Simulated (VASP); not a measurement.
WC: relaxation of cell and atoms with PBE

WC:

```
W C
1.0
     2.92424    0.00000    0.00000
    -1.46212    2.53247    0.00000
     0.00000    0.00000    2.85038
W C
1 1
Direct
  0.00000 0.00000 0.00000
  0.66667 0.33333 0.50000
```

| Property | Result |
| --- | --- |
| Program | VASP 6.6.1 |
| Task | relaxation of cell and atoms |
| Functional | PBE |
| Potentials or basis | VASP PAW PBE potentials, release 64 (W_sv, C) |
| Cutoff | 520 eV |
| k mesh | 12 × 12 × 10 |
| Occupations | gaussian, width 0.1 eV |
| Spin | no spin polarisation |
| Further INCAR settings | ALGO = Fast; EDIFF = 1e-07; IBRION = 2; EDIFFG = -0.002; NSW = 80; ISIF = 3 |

```yaml
Pressure_after_relaxing: 0.0 GPa
Band_gap_on_the_k_mesh: none (metal or under the smearing width)
```

Final structure:
```yaml
crystal:
  lattice:
    - [2.92424, 0.00000, 0.00000]
    - [-1.46212, 2.53247, 0.00000]
    - [0.00000, 0.00000, 2.85038]
  atoms:
    - { symbol: W, position: [0.00000, 0.00000, 0.00000] }
    - { symbol: C, position: [0.66667, 0.33333, 0.50000] }
```

Levels at points of the mesh, in eV from the Fermi level:
```tsv
k point	band 6	band 7	band 8	band 9	band 10	band 11	band 12	band 13
(0.00, 0.00, 0.00)	-4.28	-3.34	-3.34	0.03	3.09	3.09	5.47	5.47
(0.50, 0.00, 0.00)	-7.02	-3.60	-3.56	-0.53	2.23	4.35	4.72	6.70
(0.00, 0.00, 0.50)	-8.61	-2.05	-2.05	-0.63	-0.63	3.59	4.41	4.41
(0.50, 0.00, 0.50)	-6.42	-4.30	-4.21	0.19	4.25	5.12	6.41	8.94
```

Run time: 18 s on 1 thread of Intel(R) Xeon(R) Platinum 8488C (Sapphire Rapids), on a shared host, peak memory 0.16 GiB.

Caveat: the relaxation stopped at its first step, so nothing moved. The run has no spin-orbit coupling, so splittings on W are missing.
